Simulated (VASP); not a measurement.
OSZICAR of a VASP run on C (graphite):

OSZICAR:
```
       N       E                     dE             d eps       ncg     rms          rms(c)
DAV:   1     0.558314456394E+02    0.55831E+02   -0.82017E+03   672   0.121E+03
DAV:   2    -0.289195777725E+02   -0.84751E+02   -0.77293E+02   948   0.230E+02
DAV:   3    -0.328907530263E+02   -0.39712E+01   -0.39393E+01   852   0.509E+01
DAV:   4    -0.329441850787E+02   -0.53432E-01   -0.53388E-01   860   0.686E+00
DAV:   5    -0.329454096709E+02   -0.12246E-02   -0.12236E-02   824   0.103E+00    0.841E+00
DAV:   6    -0.310483312669E+02    0.18971E+01   -0.21708E+00   768   0.985E+00    0.477E+00
DAV:   7    -0.304527854638E+02    0.59555E+00   -0.25317E+00   788   0.105E+01    0.154E+00
DAV:   8    -0.304588299780E+02   -0.60445E-02   -0.77731E-02   776   0.209E+00    0.267E-01
DAV:   9    -0.304559492930E+02    0.28807E-02   -0.90787E-03   828   0.669E-01    0.288E-02
DAV:  10    -0.304559844261E+02   -0.35133E-04   -0.27574E-04   836   0.149E-01    0.200E-02
DAV:  11    -0.304559850376E+02   -0.61144E-06   -0.60457E-06   860   0.217E-02    0.302E-03
DAV:  12    -0.304559859191E+02   -0.88152E-06   -0.27424E-07   876   0.466E-03    0.143E-03
DAV:  13    -0.304559861817E+02   -0.26262E-06   -0.21722E-08   628   0.139E-03    0.508E-04
DAV:  14    -0.304559862757E+02   -0.93951E-07   -0.38647E-09   596   0.692E-04
   1 F= -.30455986E+02 E0= -.30455986E+02  d E =-.304560E+02
       N       E                     dE             d eps       ncg     rms          rms(c)
DAV:   1    -0.305596746376E+02   -0.10369E+00   -0.33480E+00   672   0.155E+01    0.108E+00
DAV:   2    -0.305047552268E+02    0.54919E-01   -0.79460E-02   776   0.215E+00    0.637E-01
DAV:   3    -0.304799493649E+02    0.24806E-01   -0.87350E-02   776   0.191E+00    0.188E-01
DAV:   4    -0.304794655779E+02    0.48379E-03   -0.46161E-03   756   0.486E-01    0.735E-02
DAV:   5    -0.304792642946E+02    0.20128E-03   -0.38519E-04   844   0.148E-01    0.969E-03
DAV:   6    -0.304792656682E+02   -0.13736E-05   -0.18385E-05   824   0.337E-02    0.614E-03
DAV:   7    -0.304792642239E+02    0.14443E-05   -0.17413E-06   824   0.112E-02    0.175E-03
DAV:   8    -0.304792640953E+02    0.12862E-06   -0.42510E-07   852   0.547E-03    0.850E-04
DAV:   9    -0.304792639828E+02    0.11249E-06   -0.15950E-08   596   0.107E-03    0.210E-04
DAV:  10    -0.304792640131E+02   -0.30314E-07   -0.12624E-09   532   0.367E-04
   2 F= -.30479264E+02 E0= -.30479264E+02  d E =-.232777E-01
       N       E                     dE             d eps       ncg     rms          rms(c)
DAV:   1    -0.304800930938E+02   -0.82911E-03   -0.25384E-02   680   0.137E+00    0.949E-02
DAV:   2    -0.304796697589E+02    0.42333E-03   -0.61816E-04   800   0.189E-01    0.557E-02
DAV:   3    -0.304794830635E+02    0.18670E-03   -0.61897E-04   808   0.162E-01    0.159E-02
DAV:   4    -0.304794800246E+02    0.30390E-05   -0.37238E-05   780   0.450E-02    0.585E-03
DAV:   5    -0.304794770542E+02    0.29704E-05   -0.59409E-06   856   0.164E-02    0.613E-04
DAV:   6    -0.304794771251E+02   -0.70914E-07   -0.19477E-07   752   0.366E-03
   3 F= -.30479477E+02 E0= -.30479477E+02  d E =-.234908E-01
```

Which electronic solver shows in the log?

It is blocked Davidson (ALGO = Normal, or the opening steps of other solvers). The INCAR had ALGO = Normal.

Can the final energy be trusted as converged?

The run converged. It stopped with EDIFF = 1E-7, NELM = 100, NSW = 30 and EDIFFG = -0.01 after 3 ionic steps (vdW-DF2, plane waves, VASP's PBE PAW potentials (set 64)).

The compound is C in the graphite structure. This cell is one point of a volume scan, at 1.03 of the reference volume. Symmetry was kept, so distortions that lower it aren't found.
